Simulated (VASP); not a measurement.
Input:

```
CELL_PARAMETERS angstrom
      0.00000     2.83000     2.83000
      2.83000     0.00000     2.83000
      2.83000     2.83000     0.00000
ATOMIC_POSITIONS crystal
  Al 0.00000 0.00000 0.00000
  As 0.25000 0.25000 0.25000
```

Method: PBE GGA, VASP's PBE PAW potentials (set 64) (plane waves; VASP). Run with 400 eV cut-off, 6×6×6 Γ-centred mesh, Gaussian smearing of 0.050 eV, potentials Al As.

**Question.** Estimate the energy per atom (σ→0), pressure, band gap (on the k-mesh) with the smallest direct gap where there is one.

**Answer.** 
* **band gap (on the k-mesh)**: 1.43 eV
* **smallest direct gap (on the k-mesh)**: 2.06 eV
* **energy per atom (σ→0)**: -4.681 eV/atom
* **pressure**: 2.81 GPa

The absolute energy has meaning only against runs of the same code, potentials and settings.

The compound is AlAs in the zinc blende structure. The cell was not relaxed at this level.
